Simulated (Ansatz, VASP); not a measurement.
**PtSe2: VASP beside Ansatz**

One calculation is typed for both programs; each brings its own data sets. How far apart do they land? The cell is taken from a series of runs on this material, whose earlier steps may have relaxed, scaled, displaced or heated it; both programs get it as it stands.

Calculated with Ansatz 0.2.0; plane waves, with VASP 6.6.1 beside it; single point at PBE.

## Step 1: Starting point

The cell holds 42 atoms: 14 Pt and 28 Se. Its edges and angles: a = 9.895 Å, b = 9.895 Å, c = 39.800 Å, α = 90.0°, β = 90.0°, γ = 120.0°. It derives from Pt1Se2. Vacuum lies along c.

## Step 2: Ansatz: single point, PBE

Ansatz runs on its PAW soft_1 files.

With cell and atoms fixed, the geometry can't cause a difference; cores, projectors, grids and the points listed under the comparison can.

File input.yaml:

```yaml
crystal:
  lattice:
    - [9.8951099034, 0.0, 0.0]
    - [-4.9475549517, 8.5694165496, 0.0]
    - [0.0, 0.0, 39.8]
  atoms:
    - { symbol: Pt, position: [0.3824091769, 0.4769023565, 0.4288646079] }
    - { symbol: Pt, position: [0.5230976435, 0.9055068205, 0.4288646079] }
    - { symbol: Pt, position: [0.6666666667, 0.3333333333, 0.4286560227] }
    - { symbol: Pt, position: [0.8104351761, 0.7622944717, 0.429761595] }
    - { symbol: Pt, position: [0.9518592956, 0.1895648239, 0.429761595] }
    - { symbol: Pt, position: [0.0944931795, 0.6175908231, 0.4288646079] }
    - { symbol: Pt, position: [0.2377055283, 0.0481407044, 0.429761595] }
    - { symbol: Se, position: [0.5717596631, 0.716950954, 0.461373921] }
    - { symbol: Se, position: [0.7122009913, 0.1437143683, 0.461922575] }
    - { symbol: Se, position: [0.8562856317, 0.568486623, 0.461922575] }
    - { symbol: Se, position: [0.0, 0.0, 0.4631129058] }
    - { symbol: Se, position: [0.1451912909, 0.4282403369, 0.461373921] }
    - { symbol: Se, position: [0.283049046, 0.8548087091, 0.461373921] }
    - { symbol: Se, position: [0.431513377, 0.2877990087, 0.461922575] }
    - { symbol: Se, position: [0.6219462989, 0.5264398251, 0.3959872206] }
    - { symbol: Se, position: [0.7625148803, 0.9522027245, 0.3967676067] }
    - { symbol: Se, position: [0.9044935262, 0.3780537011, 0.3959872206] }
    - { symbol: Se, position: [0.0477972755, 0.8103121558, 0.3967676067] }
    - { symbol: Se, position: [0.1896878442, 0.2374851197, 0.3967676067] }
    - { symbol: Se, position: [0.3333333333, 0.6666666667, 0.3960204544] }
    - { symbol: Se, position: [0.4735601749, 0.0955064738, 0.3959872206] }
    - { symbol: Pt, position: [0.3333333333, 0.6666666667, 0.5712547657] }
    - { symbol: Pt, position: [0.6207466246, 0.0960133924, 0.5712561538] }
    - { symbol: Pt, position: [0.9039866076, 0.5247332322, 0.5712561538] }
    - { symbol: Pt, position: [0.1909327878, 0.9526494266, 0.570239539] }
    - { symbol: Pt, position: [0.4752667678, 0.3792533754, 0.5712561538] }
    - { symbol: Pt, position: [0.7617166388, 0.8090672122, 0.570239539] }
    - { symbol: Pt, position: [0.0473505734, 0.2382833612, 0.570239539] }
    - { symbol: Se, position: [0.5733953299, 0.8570528712, 0.6037355828] }
    - { symbol: Se, position: [0.8594644078, 0.2871937801, 0.6040127794] }
    - { symbol: Se, position: [0.1429471288, 0.7163424587, 0.6037355828] }
    - { symbol: Se, position: [0.4277293723, 0.1405355922, 0.6040127794] }
    - { symbol: Se, position: [0.7128062199, 0.5722706277, 0.6040127794] }
    - { symbol: Se, position: [0.0, 0.0, 0.6027402919] }
    - { symbol: Se, position: [0.2836575413, 0.4266046701, 0.6037355828] }
    - { symbol: Se, position: [0.5211983934, 0.61463018, 0.5387326581] }
    - { symbol: Se, position: [0.8088040975, 0.0473513527, 0.5375603505] }
    - { symbol: Se, position: [0.0934317865, 0.4788016066, 0.5387326581] }
    - { symbol: Se, position: [0.38536982, 0.9065682135, 0.5387326581] }
    - { symbol: Se, position: [0.6666666667, 0.3333333333, 0.5383963088] }
    - { symbol: Se, position: [0.9526486473, 0.7614527447, 0.5375603505] }
    - { symbol: Se, position: [0.2385472553, 0.1911959025, 0.5375603505] }
  periodic: [true, true, false]
kpoints:
  mp_grid: { grid: [3, 3, 1] }
  band_path:
    path:
      - [0, 0, 0]
      - [0.5, 0, 0]
      - [0.3333333333333, 0.3333333333333, 0]
      - [0, 0, 0]
    npoints: 10
hamiltonian:
  xc: pbe
  pseudopotentials: { kind: paw, azcp: { folder: soft_1 } }
scf:
  occupations: { method: fermi_dirac, width: 0.02 }
  n_extra_bands: 18
output:
  eigenvalues: true
  forces: true
  stress: true
```

Command:

```sh
ansatz run input.yaml --threads 32 --pin off --max-ram 82944MiB --backend cuda --events-out ev --progress --plain --runs-dir out --devices 1 --max-vram 78GiB
```

Numbers of over 12 decimals in the logs are rounded to 6 here.

What it wrote:

```text
scf.n_extra_bands = 18 over 350 filled bands (N_el = 700.0): the run solves 368 bands
GPUs: using 1 of 1 available (devices: 1).
Engine: ansatz 0.2.0, aarch64-unknown-linux-gnu
Pseudopotentials: kind: paw
Pseudopotential: Pt, paw, valence charge 18, recommended cutoff 420 eV (normal), soft_1/Pt.paw.azcp
Pseudopotential: Se, paw, valence charge 16, recommended cutoff 420 eV (normal), soft_1/Se.paw.azcp
Functional definition: PBE
  parameter kappa = 0.804
  parameter beta = 0.066725
  exchange = pbe_x(kappa = kappa, mu = beta*pi^2/3)
  correlation = pbe_c(beta = beta)
[...]
Crystal: 42 atoms, lattice volume = 3374.854 Å³
Basis set: ecut = 420 eV, 66145 PW (Γ), exchange–correlation on 144×144×540 points (8 copies of the dense FFT grid, shifted against one another)
Bands: 368, of which v1, the nominal top of the filled ones, is band 350 counted from 1 (349 counted from 0)
Symmetry: 3 space group operations
Space group: P3 (ITA 143), of the structure as read, at distance tolerance 1.5e-4 Å
k-points: 3 of 9 (time reversal used)
Non-local potential: Pt, projectors of the file, l = 0: 3, l = 1: 2, l = 2: 2, l = 3: 1
Non-local potential: Se, projectors of the file, l = 0: 2, l = 1: 2, l = 2: 3, l = 3: 1
PAW form: soft (Blöchl's): semilocal exchange-correlation on the pseudo side does not see the compensation charge
PAW one-centre angular grid: Pt, 590 points (default); XC on 64 Gauss nodes
PAW one-centre angular grid: Se, 590 points (default); XC on 64 Gauss nodes
Initial density: superposition of atomic densities (neutral atoms: chi_scale 0, normalization atom)
Initial wavefunctions: pseudopotential atomic-orbital guess
[...]
Functional: x = pbe(κ = 0.804, μ = 0.219515), c = pbe(β = 0.066725)
SCF iter   1: F=—  HF=-328507.657532 eV  |F-HF|=—  |Δ(HF+E_count)|=         —  Δρ=4.08e-2  dr2=6.22e1  ethr=3.10e-3  ⟨swp⟩=9.3  Hψ=5210  notcnv=0
preconditioner: auto → Resta (q_TF=auto, 2.099 Å⁻¹)  ε∞=3.8  [insulator: Δε(μ)=1.074 eV  Ē_g=6.710 eV  σ=0.020 eV  W_gap=1.00  n_scr=548 (ndim 8)  ℏωp=11.2 eV  f_vac=0.707  D(μ)=0.00/eV (n_scr^D=0)  ε∞_Penn≈3.8  vacuum switching on, ρ_ref=3.3e-3 e/Å³]
SCF iter   2: F=—  HF=-328500.013081 eV  |F-HF|=—  |Δ(HF+E_count)|=    7.64e0  Δρ=1.83e-2  dr2=1.96e1  ethr=3.10e-3  ⟨swp⟩=4.0  Hψ=2862  notcnv=0  defer=29
SCF iter   3: F=—  HF=-328496.742461 eV  |F-HF|=—  |Δ(HF+E_count)|=    3.27e0  Δρ=8.78e-3  dr2=1.18e0  ethr=2.81e-3  ⟨swp⟩=3.0  Hψ=2080  notcnv=0  defer=12
SCF iter   4: F=—  HF=-328496.565739 eV  |F-HF|=—  |Δ(HF+E_count)|=   1.77e-1  Δρ=1.74e-3  dr2=5.91e-1  ethr=1.69e-4  ⟨swp⟩=3.3  Hψ=2026  notcnv=0  defer=12
SCF iter   5: F=—  HF=-328496.522116 eV  |F-HF|=—  |Δ(HF+E_count)|=   4.36e-2  Δρ=7.98e-4  dr2=8.66e-2  ethr=8.45e-5  ⟨swp⟩=3.0  Hψ=1862  notcnv=0  defer=12
SCF iter   6: F=—  HF=-328496.520974 eV  |F-HF|=—  |Δ(HF+E_count)|=   1.14e-3  Δρ=3.05e-4  dr2=3.48e-3  ethr=1.24e-5  ⟨swp⟩=3.0  Hψ=1875  notcnv=0  defer=12
[...]
SCF iter  12: F=—  HF=-328496.519855 eV  |F-HF|=—  |Δ(HF+E_count)|=   1.49e-6  Δρ=4.07e-6  dr2=1.20e-6  ethr=7.81e-10  ⟨swp⟩=4.0  Hψ=2450  notcnv=0  defer=12
SCF iter  13: F=—  HF=-328496.519857 eV  |F-HF|=—  |Δ(HF+E_count)|=   1.71e-6  Δρ=1.55e-6  dr2=1.35e-7  ethr=1.71e-10  ⟨swp⟩=3.0  Hψ=1789  notcnv=0  defer=12
SCF iter  14: F=-328496.519858 eV  HF=-328496.519858 eV  |F-HF|=8.70e-8  |Δ(HF+E_count)|=   5.27e-7  Δρ=6.03e-7  dr2=3.12e-8  ethr=1.43e-11  ⟨swp⟩=15.0  Hψ=4884  notcnv=0
SCF 1 converged in 14 iterations: F = -328496.519858 eV  dr2 = 3.12e-8
  greatest PAW one-centre occupation: 1.000 electrons in one spin orbital (limit 2), on the Pt atom at site 2 (counted from 0), in its partial waves of l = 0
NSCF: frozen V_eff on 31 k-points
SCF converged after 14 iterations
Free energy (F): -328496.519858 eV
Harris-Foulkes:  -328496.519858 eV  (|F-HF|=8.70e-8)
Internal energy: -328496.519858 eV  (E = F + TS)
E sigma→0 (E₀):  -328496.519858 eV
Entropy (-TS):   -0.000000 eV (-0.000 meV/atom)
Fermi energy:    -4.766197 eV
--- Per-component energies (eV) ---
  E_band       = -25885.985566
  E_kinetic    = 11429.214310
  E_local      = -3482587.658001  (includes V_loc(G=0)·N_el)
  E_nonlocal   = -7061.535725
  E_hartree    = 1734193.759259
  E_xc         = -5630.057436
[...]
k-point 2: bands = ["-104.2119", "-104.2118", "-104.2118", "-104.2113", "-104.2046", "-104.2045", "-104.2045", "-104.1949", "-104.1948", "-104.1948", "-104.1650", "-104.1649", "-104.1649", "-104.1419", "-58.3855", "-58.3824", "-58.3817", "-58.3780", "-58.3777", "-58.3764", "-58.3759", "-58.3744", "-58.3651", "-58.3644", "-58.3644", "-58.3643", "-58.3641", "-58.3629", "-58.3582", "-58.3574", "-58.3551", "-58.3543",  [...]
```

## Step 3: VASP: single point, PBE

The same cell, functional, mesh and smearing now go to VASP, with its own data sets.

Lines of VASP's logs that name or quote its potential files are left out, and so is its time.

File INCAR:

```
SYSTEM = PtSe2
PREC = Accurate
ENCUT = 400
EDIFF = 1E-06
NELM = 120
ISMEAR = -1
SIGMA = 0.02
LREAL = Auto
ALGO = Normal
GGA = PE
NBANDS = 184
LASPH = .TRUE.
LORBIT = 11
LWAVE = .FALSE.
LCHARG = .FALSE.
ISIF = 2
LDIPOL = .TRUE.
IDIPOL = 3
DIPOL = 0.5 0.5 0.5
LVHAR = .TRUE.
GGA_COMPAT = .FALSE.
EFERMI = MIDGAP
NELMDL = -8
KPAR = 2
```

File POSCAR:

```
PtSe2
1.0
    9.8951099034      0.0000000000      0.0000000000
   -4.9475549517      8.5694165496      0.0000000000
    0.0000000000      0.0000000000     39.8000000000
Pt Se
14 28
Direct
    0.3824091769      0.4769023565      0.4288646079
    0.5230976435      0.9055068205      0.4288646079
    0.6666666666      0.3333333334      0.4286560227
    0.8104351761      0.7622944717      0.4297615950
    0.9518592956      0.1895648239      0.4297615950
    0.0944931795      0.6175908231      0.4288646079
    0.2377055283      0.0481407044      0.4297615950
    0.3333333333      0.6666666667      0.5712547657
    0.6207466246      0.0960133924      0.5712561538
    0.9039866076      0.5247332322      0.5712561538
    0.1909327878      0.9526494266      0.5702395390
    0.4752667678      0.3792533754      0.5712561538
    0.7617166388      0.8090672122      0.5702395390
    0.0473505734      0.2382833612      0.5702395390
    0.5717596631      0.7169509540      0.4613739210
    0.7122009913      0.1437143683      0.4619225750
    0.8562856317      0.5684866230      0.4619225750
    1.0000000000      0.0000000000      0.4631129058
    0.1451912909      0.4282403369      0.4613739210
    0.2830490460      0.8548087091      0.4613739210
    0.4315133770      0.2877990087      0.4619225750
    0.6219462989      0.5264398251      0.3959872206
    0.7625148803      0.9522027245      0.3967676067
    0.9044935262      0.3780537011      0.3959872206
    0.0477972755      0.8103121558      0.3967676067
    0.1896878442      0.2374851197      0.3967676067
    0.3333333333      0.6666666667      0.3960204544
    0.4735601749      0.0955064738      0.3959872206
    0.5733953299      0.8570528712      0.6037355828
    0.8594644078      0.2871937801      0.6040127794
    0.1429471288      0.7163424587      0.6037355828
    0.4277293723      0.1405355922      0.6040127794
    0.7128062199      0.5722706277      0.6040127794
    1.0000000000      0.0000000000      0.6027402919
    0.2836575413      0.4266046701      0.6037355828
    0.5211983934      0.6146301800      0.5387326581
    0.8088040974      0.0473513528      0.5375603505
    0.0934317865      0.4788016066      0.5387326581
    0.3853698200      0.9065682135      0.5387326581
    0.6666666666      0.3333333334      0.5383963088
    0.9526486472      0.7614527448      0.5375603505
    0.2385472552      0.1911959026      0.5375603505
```

File KPOINTS:

```
Automatic mesh
0
Gamma
3 3 1
0 0 0
```

Potentials, in the order of the species: Pt and Se (PBE family, release 64).

Command:

```sh
mpirun -np 8 vasp_std
```

What it wrote:

```text
[banner, memory and clock lines left out]
running    8 mpi-ranks, on    1 nodes
[...]
|                                                                             |
|           W    W    AA    RRRRR   N    N  II  N    N   GGGG   !!!           |
|           W    W   A  A   R    R  NN   N  II  NN   N  G    G  !!!           |
|           W    W  A    A  R    R  N N  N  II  N N  N  G       !!!           |
|           W WW W  AAAAAA  RRRRR   N  N N  II  N  N N  G  GGG   !            |
|           WW  WW  A    A  R   R   N   NN  II  N   NN  G    G                |
|           W    W  A    A  R    R  N    N  II  N    N   GGGG   !!!           |
|                                                                             |
|     For optimal performance we recommend to set                             |
|       NCORE = 2 up to number-of-cores-per-socket                            |
|     NCORE specifies how many cores store one orbital (NPAR=cpu/NCORE).      |
|     This setting can greatly improve the performance of VASP for DFT.       |
|     The default, NCORE=1 might be grossly inefficient on modern             |
|     multi-core architectures or massively parallel machines. Do your        |
|     Unfortunately you need to use the default for GW and RPA                |
|     calculations (for HF NCORE is supported but not extensively tested      |
|     yet).                                                                   |
|                                                                             |

 LDA part: xc-table for (Slater+PW92), standard interpolation
 POSCAR, INCAR and KPOINTS ok, starting setup
[...]
entering main loop
       N       E                     dE             d eps       ncg     rms          rms(c)
DAV:   1     0.239454175022E+04    0.23945E+04   -0.91136E+04  1120   0.102E+03
DAV:   2     0.167960753002E+03   -0.22266E+04   -0.21273E+04  1664   0.218E+02
DAV:   3    -0.197578827926E+03   -0.36554E+03   -0.35918E+03  1296   0.939E+01
DAV:   4    -0.210928280340E+03   -0.13349E+02   -0.13016E+02  1400   0.187E+01
[...]
DAV:  29    -0.199667240964E+03   -0.28445E-05    0.41012E-08   624   0.255E-04    0.344E-04
DAV:  30    -0.199667242494E+03   -0.15301E-05    0.53021E-08   624   0.224E-04    0.159E-04
DAV:  31    -0.199667243204E+03   -0.71009E-06    0.69037E-08   624   0.140E-04
   1 F= -.19966724E+03 E0= -.19966724E+03  d E =-.627328E-07
```

From OUTCAR (step 3):

```text
  Total        8.1891979      8.1891979      9.3334116     -0.0000000      0.0000000     -0.0000000
  in kB        3.8877381      3.8877381      4.4309419     -0.0000000      0.0000000     -0.0000000
  external PRESSURE =       4.0688060 kB  Pullay stress =       0.0000000 kB

 POSITION                                       TOTAL-FORCE (eV/Angst)
 -----------------------------------------------------------------------------------
      1.42448      4.08677     17.06881         0.005237      0.000133     -0.085191
      0.69606      7.75967     17.06881        -0.002734      0.004469     -0.085191
      4.94755      2.85647     17.06051         0.000000      0.000000     -0.078376
      4.24785      6.53242     17.10451         0.000634      0.000348     -0.086785
      8.48087      1.62446     17.10451        -0.000016     -0.000723     -0.086785
     -2.12054      5.29239     17.06881        -0.002503     -0.004602     -0.085191
      2.11394      0.41254     17.10451        -0.000618      0.000375     -0.086785
     -0.00000      5.71294     22.73594         0.000000      0.000000      0.084141
      5.66732      0.82278     22.73599         0.004521      0.002698      0.081274
      6.34890      4.49666     22.73599        -0.004597      0.002567      0.081274
     -2.82398      8.16365     22.69553         0.000158      0.003030      0.085793
      2.82644      3.24998     22.73599         0.000075     -0.005264      0.081274
      3.53437      6.93323     22.69553         0.002545     -0.001652      0.085793
     -0.71038      2.04195     22.69553        -0.002703     -0.001378      0.085793
[...]
-----------------------------------------------------------------------------------
    total drift:                                0.000003     -0.000002      0.035785

  FREE ENERGIE OF THE ION-ELECTRON SYSTEM (eV)
  ---------------------------------------------------
  free  energy   TOTEN  =      -199.6672432037 eV

  energy  without entropy=     -199.6672431410  energy(sigma->0) =     -199.66724317

[... 3 further parts left out ...]
[key lines of the parts left out:]
E-fermi :  -1.9608
```

## Step 4: Comparison

Known differences besides the potentials themselves: Ansatz cuts the interaction across the vacuum, VASP repeats the sheet with a dipole correction; the data sets hold 700 valence electrons in Ansatz (on its PAW soft_1 files) and 308 in VASP; the cutoff is 420 eV in Ansatz and 400 eV in VASP (PREC = Accurate, projectors in real space). Total energies have different zeros and are not compared.

Both answers:

| quantity | Ansatz | VASP | difference |
| --- | --- | --- | --- |
| gap on the k mesh (eV) | 0.662 | 0.655 | +0.007 |

Forces on 9 of the 42 atoms, those with the largest forces and the largest differences (eV/Å; atoms numbered as in POSCAR):

| atom | Ansatz x, y, z | VASP x, y, z |
| --- | --- | --- |
| Se16 | 0.001, -0.001, -0.047 | 0.002, 0.002, -0.037 |
| Se17 | 0.000, 0.001, -0.047 | -0.002, 0.001, -0.037 |
| Se27 | 0.000, 0.000, -0.097 | 0.000, 0.000, -0.105 |
| Se30 | 0.001, 0.001, 0.096 | 0.000, -0.001, 0.098 |
| Se31 | 0.000, -0.002, 0.096 | -0.001, -0.001, 0.093 |
| Se32 | 0.000, -0.001, 0.096 | -0.001, 0.001, 0.098 |
| Se33 | -0.001, 0.000, 0.096 | 0.001, 0.000, 0.098 |
| Se34 | 0.000, 0.000, 0.093 | 0.000, 0.000, 0.109 |
| Se35 | 0.002, 0.001, 0.096 | 0.002, 0.000, 0.093 |

The forces differ by 3.8 meV/Å r.m.s., which is 8.4 % of the r.m.s. force of 0.045 eV/Å (both taken over all components). A gap on the mesh is an upper bound, since the band edges may lie between its points; neither run holds spin-orbit coupling, which can move the band edges of a compound of Pt. With vacuum in the cell, a pressure given here is an average over mostly empty space and none of the material.

## Step 5: Summary of results

| Quantity | Value |
| --- | --- |
| r.m.s. force difference (single point, PBE) | 3.8 meV/Å |

The r.m.s. force difference is 3.8 meV/Å (single point, PBE), within the 12 meV/Å picked in this series as the mark of a large difference. The data sets hold unlike numbers of valence electrons (700 in Ansatz and 308 in VASP), so part of the differences comes from the potentials. Such differences can come from data sets, numerical settings and the points named under the comparisons, not from the functional's error against experiment.

[Lines on the potential files, build, host, timing and source positions are cut from VASP's logs without a mark.]

[Logs are printed without paths, hosts, clocks, repeated set-up lines and the standing remarks that a program may print on its own settings, such as how far it seeks lower states.]

[Hosts, paths, dates, database ids (printed as entryN), source tags and the programs' standing remarks are cut or masked in the printed files.]
